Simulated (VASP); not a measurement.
Input:

```
AlP
1.0
    0.00000     2.68222     2.68222
    2.68222     0.00000     2.68222
    2.68222     2.68222     0.00000
Al P
1 1
Direct
  0.00000   0.00000   0.00000
  0.25000   0.25000   0.25000
```

These are PBE GGA with D3 dispersion (zero damping), VASP's PBE PAW potentials (set 64) (plane waves; VASP) values and carry that method's errors. Run with 520 eV cut-off, 8×8×8 Γ-centred mesh, Gaussian smearing of 0.050 eV, potentials Al P.

Question: Estimate the energy per atom (σ→0), pressure, band gap (on the k-mesh) with the smallest direct gap where there is one.

Answer: 
The band gap (on the k-mesh) is 1.47 eV and the smallest direct gap (on the k-mesh) comes out as 3.68 eV. The energy per atom (σ→0) comes out as -5.340 eV/atom and the pressure is 6.02 GPa.

The absolute energy has meaning only against runs of the same code, potentials and settings.

The compound is AlP in the zinc blende structure. This cell is one point of a volume scan, at 0.94 of the reference volume.
